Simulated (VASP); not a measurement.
# Sn2H3Br (Cmmm) in VASP: further runs

The runs below take Sn2H3Br through relaxation of cell and atoms, with PBE.

Everything below comes from runs of VASP 6.6.1. Logs are shortened: lines on timing, memory, paths and dates and some standing lists are left out, and cuts for length are marked.

## 1. The structure

It takes space group Cmmm (No. 65, orthorhombic). Conventional cell: a = 5.534 Å, b = 9.254 Å, c = 4.326 Å, α = 90.00°, β = 90.00°, γ = 90.00°. Sn (site symmetry 2/m) has 6 H at 2.70 Å and 2 Sn at 2.77 Å as nearest neighbours. Around H (site symmetry m2m) lie 3 H at 2.63 to 2.98 Å and 4 Sn at 2.70 Å. H (site symmetry mmm) is surrounded by 4 H at 2.63 Å and 4 Sn at 2.70 Å. Around Br (site symmetry mmm) lie 10 H at 3.14 to 3.51 Å and 8 Sn at 3.46 Å.

The cell was built by a generator and needn't be a form met in nature.

## 2. Relaxation of cell and atoms, PBE

Contents of INCAR:

```
SYSTEM = Sn2H3Br
ALGO = Fast ; EDIFF = 1E-4
EDIFFG = -0.08 ; ENCUT = 520
GGA = PE ; IBRION = 2
ISIF = 3 ; ISMEAR = 0
KPAR = 2 ; LASPH = .True.
LCHARG = .False. ; LREAL = .False.
LWAVE = .False. ; NELM = 60
NSW = 24 ; PREC = Normal
SIGMA = 0.15
```

Contents of KPOINTS:

```
k-points
0
Gamma
  3 3 3
  0 0 0
```

Contents of POSCAR:

```
Sn2H3Br
1.0
    2.7667623400     -4.6270580500      0.0000000000
    2.7667623400      4.6270580500      0.0000000000
    0.0000000000      0.0000000000      4.3261951300
Sn H Br
2 3 1
Direct
    0.0000000000      0.5000000000      0.5000000000
    0.5000000000      0.0000000000      0.5000000000
    0.1610669000      0.8389331000      0.0000000000
    0.8389331000      0.1610669000      0.0000000000
    0.0000000000      0.0000000000      0.5000000000
    0.5000000000      0.5000000000      0.0000000000
```

Potentials or basis: VASP PAW PBE potentials, release 64 (Sn_d, H, Br).

On the command line:

```bash
$ cat potpaw_PBE.64/Sn_d/POTCAR potpaw_PBE.64/H/POTCAR potpaw_PBE.64/Br/POTCAR > POTCAR
$ mpirun -np 2 vasp_std > vasp.out
```

OUTCAR:

```text
SYSTEM = Sn2H3Br
   EDIFF = 1E-4
   EDIFFG = -0.08
   ENCUT = 520
   GGA = PE
   IBRION = 2
   ISIF = 3
   ISMEAR = 0
   LASPH = .True.
   LREAL = .False.
   NELM = 60
   NSW = 24
   PREC = Normal

 ion  position               nearest neighbor table
   1  0.000  0.500  0.500-   2 2.77   2 2.77
   2  0.500  0.000  0.500-   1 2.77   1 2.77
   3  0.161  0.839  0.000-
   4  0.839  0.161  0.000-
   5  0.000  0.000  0.500-
   6  0.500  0.500  0.000-

  LATTYP: Found a base centered orthorhombic cell.
 ALAT       =     5.5335246800
 B/A-ratio  =     1.6723727886
 C/A-ratio  =     0.7818154576

  Lattice vectors:

 A1 = (   2.7667623400,  -4.6270580500,   0.0000000000)
 A2 = (   2.7667623400,   4.6270580500,   0.0000000000)
 A3 = (   0.0000000000,   0.0000000000,   4.3261951300)

Analysis of symmetry for initial positions (statically):
=====================================================================
 Subroutine PRICEL returns:
 Original cell was already a primitive cell.

 Routine SETGRP: Setting up the symmetry group for a
 base centered orthorhombic supercell.

 Subroutine GETGRP returns: Found  8 space group operations
 (whereof  8 operations were pure point group operations)
 out of a pool of  8 trial point group operations.

The static configuration has the point symmetry D_2h.

Analysis of symmetry for dynamics (positions and initial velocities):
=====================================================================
 Subroutine PRICEL returns:
 Original cell was already a primitive cell.

 Routine SETGRP: Setting up the symmetry group for a
 base centered orthorhombic supercell.

 Subroutine GETGRP returns: Found  8 space group operations
 (whereof  8 operations were pure point group operations)
 out of a pool of  8 trial point group operations.

The dynamic configuration has the point symmetry D_2h.

 Subroutine INISYM returns: Found  8 space group operations
 (whereof  8 operations are pure point group operations),
 and found     1 'primitive' translations

----------------------------------------------------------------------------------------

                                     Primitive cell

  volume of cell :     110.7676

  direct lattice vectors                    reciprocal lattice vectors
     2.766762340 -4.627058050  0.000000000     0.180716642 -0.108060023  0.000000000
     2.766762340  4.627058050  0.000000000     0.180716642  0.108060023  0.000000000
     0.000000000  0.000000000  4.326195130     0.000000000  0.000000000  0.231149999

  length of vectors
     5.391163144  5.391163144  4.326195130     0.210559905  0.210559905  0.231149999

  position of ions in fractional coordinates (direct lattice)
     0.000000000  0.500000000  0.500000000
     0.500000000  0.000000000  0.500000000
     0.161066900  0.838933100  0.000000000
     0.838933100  0.161066900  0.000000000
     0.000000000  0.000000000  0.500000000
     0.500000000  0.500000000  0.000000000

  ion indices of the primitive-cell ions
   primitive index   ion index
                 1           1
                 2           2
                 3           3
                 4           4
                 5           5
                 6           6

----------------------------------------------------------------------------------------

 KPOINTS: k-points

Automatic generation of k-mesh.
 Grid dimensions read from file:
 generate k-points for:    3    3    3

 Generating k-lattice:

  Cartesian coordinates                     Fractional coordinates (reciprocal lattice)
     0.060238881 -0.036020008  0.000000000     0.333333333  0.000000000  0.000000000
     0.060238881  0.036020008  0.000000000     0.000000000  0.333333333  0.000000000
     0.000000000  0.000000000  0.077050000     0.000000000  0.000000000  0.333333333

  Length of vectors
     0.070186635  0.070186635  0.077050000

  Shift w.r.t. Gamma in fractional coordinates (k-lattice)
     0.000000000  0.000000000  0.000000000

 Subroutine IBZKPT returns following result:
 ===========================================

 Found      8 irreducible k-points:

 Following reciprocal coordinates:
            Coordinates               Weight
  0.000000  0.000000  0.000000      1.000000
  0.333333  0.000000  0.000000      4.000000
  0.333333  0.333333  0.000000      2.000000
 -0.333333  0.333333  0.000000      2.000000
  0.000000  0.000000  0.333333      2.000000
  0.333333  0.000000  0.333333      8.000000
  0.333333  0.333333  0.333333      4.000000
 -0.333333  0.333333  0.333333      4.000000
   k-points           NKPTS =      8   k-points in BZ     NKDIM =      8   number of bands    NBANDS=     23
   number of dos      NEDOS =    301   number of ions     NIONS =      6
   total plane-waves  NPLWV =  21600
   dimension x,y,z NGX =    30 NGY =   30 NGZ =   24
   dimension x,y,z NGXF=    60 NGYF=   60 NGZF=   48
   ions per type =               2   3   1
   NGX,Y,Z   is equivalent  to a cutoff of   9.25,  9.25,  9.22 a.u.
   NGXF,Y,Z  is equivalent  to a cutoff of  18.50, 18.50, 18.45 a.u.
 SYSTEM =  Sn2H3Br
   PREC   = normal    normal or accurate (medium, high low for compatibility)
   ISTART =      0    job   : 0-new  1-cont  2-samecut
   ICHARG =      2    charge: 1-file 2-atom 10-const
   ISPIN  =      1    spin polarized calculation?
   LNONCOLLINEAR =      F non collinear calculations
   LSORBIT =      F    spin-orbit coupling
   LASPH  =      T    aspherical Exc in radial PAW
   ENCUT  =  520.0 eV  38.22 Ry    6.18 a.u.  10.02 10.02  8.04*2*pi/ulx,y,z
   NELM   =     60;   NELMIN=  2; NELMDL= -5     # of ELM steps
   EDIFF  = 0.1E-03   stopping-criterion for ELM
   LREAL  =      F    real-space projection
   EDIFFG = -.8E-01   stopping-criterion for IOM
   NSW    =     24    number of steps for IOM
   IBRION =      2    ionic relax: 0-MD 1-quasi-New 2-CG
   NFREE  =      1    steps in history (QN), initial steepest desc. (CG)
   ISIF   =      3    stress and relaxation
   ISYM   =      2    0-nonsym 1-usesym 2-fastsym
   POTIM  = 0.5000    time-step for ionic-motion
   TEBEG  =    0.0;   TEEND  =   0.0 temperature during run
   PSTRESS=    0.0 pullay stress
   NELECT =      38.0000    total number of electrons
   NUPDOWN=      -1.0000    fix difference up-down
   EMIN   =  10.00;   EMAX   =-10.00  energy-range for DOS
   EFERMI =   0.00;   METHOD = LEGACY
   ISMEAR =     0;   SIGMA  =   0.15  broadening in eV -4-tet -1-fermi 0-gaus
   EFERMI_NEDOS =   21; number of points for ismear=-14 and -15
   IALGO  =     68    algorithm
   IMIX   =      4    mixing-type and parameters
     AMIX     =   0.40;   BMIX     =  1.00
     AMIX_MAG =   1.60;   BMIX_MAG =  1.00
  volume/ion in A,a.u.               =      18.46       124.58
  Fermi-wavevector in a.u.,A,eV,Ry     =   1.146036  2.165695 17.869883  1.313399
  Thomas-Fermi vector in A             =   2.282722
   LORBIT       =      0    0 simple, 1 ext, 2 COOP (PROOUT), +10 PAW based schemes
   GGA     = PE    functional components
   LHFCALC =     F    Hartree Fock is set to
   AEXX    =    0.0000 exact exchange contribution
   IVDW    =     0    specifies the selected vdW correction
   LEPSILON=     F    determine dielectric tensor
   LRPA    =     F    only Hartree local field effects (RPA)
 conjugate gradient relaxation of ions
 non-spin polarized calculation
 RMM-DIIS sequential band-by-band and
 Gauss-broadening in eV      SIGMA  =   0.15
  energy-cutoff  :      520.00
  volume of cell :      110.77
 maximum number of plane-waves:      3000
   NGX = 21   NGY = 21   NGZ = 17

--------------------------------------- Ionic step        1  -------------------------------------------

 number of electron      37.9999999 magnetization

 Free energy of the ion-electron system (eV)
  ---------------------------------------------------
  ext. energy  EPLUGINS =         0.00000000
  ---------------------------------------------------
  free energy    TOTEN  =       -15.46453173 eV

  energy without entropy =      -15.43510314  energy(sigma->0) =      -15.44981743

------------------------ aborting loop because EDIFF is reached ----------------------------------------

  FORCE on cell =-STRESS in cart. coord.  units (eV):
  Direction    XX          YY          ZZ          XY          YZ          ZX
  --------------------------------------------------------------------------------------
  -------------------------------------------------------------------------------------
  Total        4.9691107     -3.1624156     -6.9535997      0.0000000      0.0000000      0.0000000
  in kB       71.8747504    -45.7421545   -100.5790123      0.0000000      0.0000000      0.0000000
  external PRESSURE =     -24.8154721 kB  Pullay stress =       0.0000000 kB
[... 25 lines left out ...]
  energy  without entropy=      -15.4351031388  energy(sigma->0) =      -15.44981743

--------------------------------------- Ionic step        2  -------------------------------------------

 number of electron      37.9999972 magnetization

 E-fermi :   4.0787     XC(G=0):  -9.3154

 val. band max:        4.0195813617   @ k =  -0.3333   0.3333   0.3333
 cond. band min:       4.0832595859   @ k =  -0.3333   0.3333   0.0000
 fundamental gap:      0.0636782242
 Fermi energy:         4.0786879365

 k-point     1 :       0.0000    0.0000    0.0000
  band No.  band energies     occupation
      1     -18.1102      2.00000
      2     -17.8795      2.00000
      3     -17.8733      2.00000
      4     -17.7977      2.00000
      5     -17.7809      2.00000
      6     -17.7736      2.00000
[... 270 lines left out ...]
  FREE ENERGIE OF THE ION-ELECTRON SYSTEM (eV)
  ---------------------------------------------------
  free  energy   TOTEN  =       -16.3556364950 eV

  energy  without entropy=      -16.3042462124  energy(sigma->0) =      -16.32994135

 E-fermi :   5.9402     XC(G=0): -10.0793

 val. band max:        5.9024161455   @ k =   0.3333   0.3333   0.0000
 cond. band min:       5.9673062565   @ k =   0.3333   0.3333   0.0000
 fundamental gap:      0.0648901110
 Fermi energy:         5.9401997718

 k-point     1 :       0.0000    0.0000    0.0000
  band No.  band energies     occupation
      1     -15.7264      2.00000
      2     -15.7017      2.00000
      3     -15.6746      2.00000
      4     -15.6235      2.00000
      5     -15.6150      2.00000
      6     -15.5976      2.00000
[... 197 lines left out ...]
     22       8.9455      0.00000
     23      10.1170      0.00000

[... ionic steps 4 to 14 ...]

--------------------------------------- Ionic step       15  -------------------------------------------

 number of electron      38.0000003 magnetization

------------------------ aborting loop because EDIFF is reached ----------------------------------------

  FORCE on cell =-STRESS in cart. coord.  units (eV):
  Direction    XX          YY          ZZ          XY          YZ          ZX
  --------------------------------------------------------------------------------------
  -------------------------------------------------------------------------------------
  Total        2.0062700      1.6319432      0.8085900     -0.0000000      0.0000000      0.0000000
  in kB       34.0899766     27.7295205     13.7393347     -0.0000000      0.0000000      0.0000000
  external PRESSURE =      25.1862773 kB  Pullay stress =       0.0000000 kB
[... 65 lines left out ...]
  energy  without entropy=      -16.7210320251  energy(sigma->0) =      -16.72826968

--------------------------------------- Ionic step       17  -------------------------------------------

 number of electron      37.9999939 magnetization

 Free energy of the ion-electron system (eV)
  ---------------------------------------------------
  ext. energy  EPLUGINS =         0.00000000
  ---------------------------------------------------
  free energy    TOTEN  =       -16.74478967 eV

  energy without entropy =      -16.72991129  energy(sigma->0) =      -16.73735048

 E-fermi :   5.0771     XC(G=0):  -9.7037

 val. band max:        4.9586499943   @ k =   0.3333   0.0000   0.3333
 cond. band min:       5.3086204688   @ k =   0.3333   0.0000   0.0000
 fundamental gap:      0.3499704746
 Fermi energy:         5.0770948647

 k-point     1 :       0.0000    0.0000    0.0000
  band No.  band energies     occupation
      1     -16.7274      2.00000
      2     -16.6599      2.00000
      3     -16.6181      2.00000
      4     -16.5919      2.00000
      5     -16.5839      2.00000
      6     -16.5570      2.00000
[... 230 lines left out ...]
  FREE ENERGIE OF THE ION-ELECTRON SYSTEM (eV)
  ---------------------------------------------------
  free  energy   TOTEN  =       -16.7447896698 eV

  energy  without entropy=      -16.7299112855  energy(sigma->0) =      -16.73735048

 reached required accuracy - stopping structural energy minimisation
```

Wall time 58 s (2 MPI ranks of Intel Xeon Platinum 8559C (Emerald Rapids), shared host); peak memory 0.16 GiB.

Results:

* Free energy: -16.7448 eV
* Relaxed volume: 16.09 Å³/atom
* Relaxed cell: a = 5.473 Å, b = 5.473 Å, c = 3.464 Å, α = 90.00°, β = 90.00°, γ = 111.44°
* Space group after relaxing (to 0.05 Å): Cmmm (No. 65)
* Energy gained by relaxing: 213.4 meV/atom
* Ionic steps: 17
* Pressure after relaxing: 0.6 GPa
* Largest force after relaxing: 0.031 eV/Å
* Band gap on the k mesh: none (metal or under the smearing width)

Forces in eV/Å, atoms in the order of the input:
```
Sn   0.000  0.000  0.000
Sn   0.000  0.000  0.000
H    0.000 -0.031  0.000
H    0.000  0.031  0.000
H    0.000  0.000  0.000
Br   0.000  0.000  0.000
```

Stress tensor (GPa, compression positive):
```
0.67 0.00 0.00
0.00 0.74 0.00
0.00 0.00 0.35
```

The path:
| step | energy change (eV) | largest force (eV/Å) | pressure (GPa) | volume (Å³) |
| --- | --- | --- | --- | --- |
| 1 | 0.0000 | 0.3413 | -2.48 | 110.77 |
| 2 | -0.5584 | 0.2966 | -1.92 | 105.99 |
| 3 | -0.8911 | 0.2542 | -0.68 | 100.86 |
| 4 | -0.9690 | 0.0379 | 4.54 | 89.65 |
| 5 | -1.1227 | 0.1462 | 0.24 | 95.99 |
| 6 | -1.1329 | 0.0805 | 1.67 | 93.34 |
| 7 | -1.1412 | 0.1117 | 1.40 | 94.50 |
| 8 | -1.2081 | 0.1736 | -0.08 | 96.42 |
| 9 | -1.2118 | 0.1917 | -0.15 | 97.03 |
| 10 | -1.2363 | 0.2121 | -0.37 | 96.99 |
| 11 | -1.2393 | 0.2248 | -0.21 | 96.95 |
| 12 | -1.2397 | 0.2230 | -0.11 | 96.96 |
| 13 | -1.2493 | 0.1948 | 0.19 | 96.69 |
| 14 | -1.2678 | 0.1062 | 0.53 | 95.89 |
| 15 | -1.2534 | 0.0984 | 2.52 | 94.29 |
| 16 | -1.2710 | 0.0518 | 0.91 | 95.43 |
| 17 | -1.2803 | 0.0308 | 0.59 | 96.57 |

Final structure:
```
Sn H Br
1.0
     3.08238   -4.52236    0.00000
     3.08238    4.52236    0.00000
     0.00000    0.00000    3.46383
Sn H Br
2 3 1
Direct
  0.00000 0.50000 0.50000
  0.50000 0.00000 0.50000
  0.18871 0.81129 0.00000
  0.81129 0.18871 0.00000
  0.00000 0.00000 0.50000
  0.50000 0.50000 0.00000
```

Caveat: the k mesh is coarse (spacing up to 0.48 Å⁻¹), so the values aren't converged; the relaxation stopped at a loose force limit of 0.08 eV/Å, so its end isn't a converged minimum.

(Part 1 of 2 ends here.)
